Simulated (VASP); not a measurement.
# AlN (relaxed from the rocksalt structure, space group Fm-3m): computed properties

All values below come from r2SCAN meta-GGA, VASP's PBE PAW potentials (set 64) (plane waves; VASP).

| Quantity | Result |
|---|---|
| space group | Fm-3m (225) |
| cell | a = b = c = 4.0339 Å, α = β = γ = 90.00° |
| volume per atom | 8.21 Å³/atom |
| band gap (over mesh and band path) | 5.56 eV |
| smallest direct gap (over mesh and band path) | 6.62 eV |
| band-edge character | indirect, Γ to X |
| density | 4.15 g/cm³ |

```xyz
2
Lattice="0.0000 2.0169 2.0169 2.0169 0.0000 2.0169 2.0169 2.0169 0.0000" Properties=species:S:1:pos:R:3 pbc="T T T"
N      0.0000     0.0000     0.0000
Al     2.0169     2.0169     2.0169
```

The structure was generated: AlN was put into the rocksalt type (Fm-3m), which need not be its known phase. It was relaxed first. Symmetry was kept, so distortions that lower it aren't found.
